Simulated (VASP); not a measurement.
Output of a VASP run:

### OSZICAR
```
       N       E                     dE             d eps       ncg     rms          rms(c)
DAV:   1    -0.155866713094E+03   -0.15587E+03   -0.37773E-06   360   0.114E-02    0.105E-03
DAV:   2    -0.155866709397E+03    0.36974E-05   -0.34884E-07   320   0.400E-03    0.226E-04
DAV:   3    -0.155866707284E+03    0.21129E-05   -0.14697E-07   276   0.269E-03    0.156E-04
DAV:   4    -0.155866706399E+03    0.88462E-06   -0.12908E-07   270   0.233E-03
   1 F= -.15586671E+03 E0= -.15586671E+03  d E =-.608241E-12
```

File OUTCAR:
```
------------------------ aborting loop because EDIFF is reached ----------------------------------------
  FORCE on cell =-STRESS in cart. coord.  units (eV):
  Direction    XX          YY          ZZ          XY          YZ          ZX
  --------------------------------------------------------------------------------------
  Total       -1.9478763     -1.9478763     -0.1612265      0.0000000     -0.0000000      0.0000000
  in kB       -5.3481393     -5.3481393     -0.4426677      0.0000000     -0.0000000      0.0000000
  external PRESSURE =      -3.7129821 kB  Pullay stress =       0.0000000 kB
  volume of cell :      583.54
      direct lattice vectors                 reciprocal lattice vectors
     4.561499265  0.000000000  0.000000000     0.219226167  0.000000000  0.000000000
     0.000000000  4.561499265  0.000000000     0.000000000  0.219226167  0.000000000
     0.000000000  0.000000000 28.044908165     0.000000000  0.000000000  0.035657097
 POSITION                                       TOTAL-FORCE (eV/Angst)
 -----------------------------------------------------------------------------------
      0.00000      2.28075      9.23496        -0.000000     -0.000000      0.016376
      2.28075      0.00000     12.40356        -0.000000     -0.000000     -0.005463
      0.00000      2.28075     15.64134         0.000000      0.000000      0.005463
      2.28075      0.00000     18.80995        -0.000000     -0.000000     -0.016376
      0.00000      2.28075     12.38118         0.000000      0.000000      0.026018
      2.28075      0.00000      9.23675        -0.000000     -0.000000     -0.012071
      0.00000      2.28075     18.80816        -0.000000      0.000000      0.012071
      2.28075      0.00000     15.66373        -0.000000     -0.000000     -0.026018
 -----------------------------------------------------------------------------------
    total drift:                                0.000000      0.000000      0.000000
  FREE ENERGIE OF THE ION-ELECTRON SYSTEM (eV)
  ---------------------------------------------------
  free  energy   TOTEN  =      -155.8667063991 eV

  energy  without entropy=     -155.8667063991  energy(sigma->0) =     -155.86670640

 total charge

# of ion       s       p       d       tot
------------------------------------------
    1        2.016   5.624   0.237   7.877
    2        2.018   5.634   0.245   7.897
    3        2.018   5.634   0.245   7.897
    4        2.016   5.624   0.237   7.877
    5        1.308   2.450   0.000   3.759
    6        1.309   2.430   0.000   3.739
    7        1.309   2.430   0.000   3.739
    8        1.308   2.450   0.000   3.759
--------------------------------------------------
tot         13.303  32.276   0.965  46.545
```
(Selected blocks of OUTCAR.)

POSCAR:
```
BaS(100) slab
1
    4.5614992654     0.0000000000     0.0000000000
    0.0000000000     4.5614992654     0.0000000000
    0.0000000000     0.0000000000    28.0449081654
Ba S
4 4
Direct
  1.0000000000   0.5000000000   0.3292919112
  0.5000000000   1.0000000000   0.4422751078
  0.0000000000   0.5000000000   0.5577248922
  0.5000000000   1.0000000000   0.6707080888
  1.0000000000   0.5000000000   0.4414769940
  0.5000000000   1.0000000000   0.3293557032
  0.0000000000   0.5000000000   0.6706442968
  0.5000000000   1.0000000000   0.5585230060
```

Task: Reconstruct the remaining input files.

Result: Several could match; the one computed here: the input of the run itself, r2SCAN meta-GGA, plane waves, VASP's PBE PAW potentials (set 64).

### INCAR
```
! general
SYSTEM   =  BaS(100) slab
PREC     =  Normal
ENCUT    =  400   ! plane-wave cut-off (eV)
LREAL    =  F   ! projection in real space or not
LASPH    =  T

! electronic loop
EDIFF    =  1E-6   ! SCF stop (eV)
NELM     =  100
NELMIN   =  4
ALGO     =  Normal   ! blocked Davidson
LMAXMIX  =  4   ! l cut-off of mixed one-centre charges
LMIXTAU  =  T

! smearing
ISMEAR   =  0   ! Gaussian
SIGMA    =  0.05   ! width (eV)

! functional
METAGGA  =  R2SCAN

! output
LWAVE    =  F
LCHARG   =  F
LORBIT   =  11   ! lm-projected
LVHAR    =  T

! other
LDIPOL   =  T
IDIPOL   =  3
DIPOL    =  0.5 0.5 0.5
```

KPOINTS:
```
Automatic mesh
0
Gamma
5 5 1
0 0 0
```

POTCAR, in this order: Ba_sv S (PBE.64 set). Program: vasp_std. Read from the step before: WAVECAR.

The cell is a thin slab with vacuum, built from BaS (rock salt): (100) face.
